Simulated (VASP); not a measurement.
OSZICAR of a VASP run on CeO₂ (fluorite):

OSZICAR:
```
       N       E                     dE             d eps       ncg     rms          rms(c)
DAV:   1     0.234183362933E+03    0.23418E+03   -0.11718E+04   136   0.202E+03
DAV:   2     0.199049576234E+02   -0.21428E+03   -0.20650E+03   176   0.314E+02
DAV:   3    -0.298985847656E+02   -0.49804E+02   -0.46424E+02   176   0.151E+02
DAV:   4    -0.316842988394E+02   -0.17857E+01   -0.17855E+01   192   0.358E+01
DAV:   5    -0.317820479354E+02   -0.97749E-01   -0.97747E-01   200   0.747E+00    0.315E+01
DAV:   6    -0.293195143239E+02    0.24625E+01   -0.89585E+01   192   0.596E+01    0.251E+01
DAV:   7    -0.282608755324E+02    0.10586E+01   -0.15966E+02   184   0.126E+02    0.217E+01
DAV:   8    -0.274042898957E+02    0.85659E+00   -0.31299E+00   152   0.196E+01    0.140E+01
DAV:   9    -0.262369631733E+02    0.11673E+01   -0.69115E+00   192   0.222E+01    0.187E+00
DAV:  10    -0.262233796954E+02    0.13583E-01   -0.22864E-01   216   0.383E+00    0.113E+00
DAV:  11    -0.262128845933E+02    0.10495E-01   -0.43739E-02   176   0.217E+00    0.150E+00
DAV:  12    -0.262050821738E+02    0.78024E-02   -0.67319E-02   168   0.169E+00    0.535E-01
DAV:  13    -0.262044866814E+02    0.59549E-03   -0.77560E-02   208   0.276E+00    0.705E-01
DAV:  14    -0.262029770790E+02    0.15096E-02   -0.85799E-03   176   0.879E-01    0.307E-01
DAV:  15    -0.262027299874E+02    0.24709E-03   -0.41579E-03   176   0.605E-01    0.516E-02
DAV:  16    -0.262027112404E+02    0.18747E-04   -0.17408E-04   200   0.109E-01    0.167E-02
DAV:  17    -0.262027126091E+02   -0.13687E-05   -0.31058E-05   208   0.511E-02    0.760E-03
DAV:  18    -0.262027129938E+02   -0.38478E-06   -0.28452E-06   120   0.162E-02
   1 F= -.26202713E+02 E0= -.26202713E+02  d E =-.195178E-17
```

Question: Which electronic solver shows in the log?

Answer: It is blocked Davidson (ALGO = Normal, or the opening steps of other solvers). The INCAR had ALGO = Normal.

Question: How was spin treated?

Answer: Without spin polarisation: there is no mag entry.

Question: Can the final energy be trusted as converged?

Answer: Self-consistency was reached. It stopped with EDIFF = 1E-6, NELM = 100 (PBE GGA, plane waves, VASP's PBE PAW potentials (set 64)).

The compound is CeO2 in the fluorite structure. The cell was not relaxed at this level. The run is one of a series of settings (KGAMMA = .TRUE., KSPACING = 0.8, KPOINTS file removed against the base run), some of them coarse on purpose. The run is not spin-polarised, so no magnetic state was tried.
